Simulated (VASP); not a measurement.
Runs of VASP 6.6.1 on PtS2. The cell holds a sheet with vacuum, 3 atoms: a = 3.560 Å, b = 3.560 Å, c = 18.460 Å, α = 90.00°, β = 90.00°, γ = 120.00°. The cell was built by a generator and needn't be a form met in nature.

| task | level | spin | cell | k mesh | cutoff (eV) | dipole correction | grid for exact exchange (PRECFOCK) | screening parameter | gap on the mesh (eV) | largest force (eV/Å) |
| --- | --- | --- | --- | --- | --- | --- | --- | --- | --- | --- |
| relaxation of cell and atoms | r2SCAN+rVV10 | off | relaxed | 12 × 12 × 1 | 600 | no | - | - | 2.06 | - |
| work function | HSE06 | off | P-3m1, 66.28 Å³/atom | 6 × 6 × 1 | 520 | yes | Fast | 0.2 1/A | 2.97 | (a) |
| work function | PBE | non-collinear, zero start, SOC | P-3m1, 66.28 Å³/atom | 12 × 12 × 1 | 520 | yes | - | - | - | (b) |
| work function | PBE | off | P-3m1, 66.28 Å³/atom | 12 × 12 × 1 | 520 | yes | - | - | 1.84 | 0.09 |

Alike in all rows: potentials or basis VASP PAW PBE potentials, release 64 (S, Pt); smearing gaussian 0.03 eV.

Problem. Estimate the missing entries.

Solution. (a) 0.33; (b) 0.13.

Caveats: spin-orbit coupling is left out, which moves the levels of the heavy elements (some runs); the PAW data sets were made with another functional, which shifts forces and pressure a little (some runs).

A k mesh can miss the band edges, and rows without SOC leave out spin-orbit coupling on Pt.
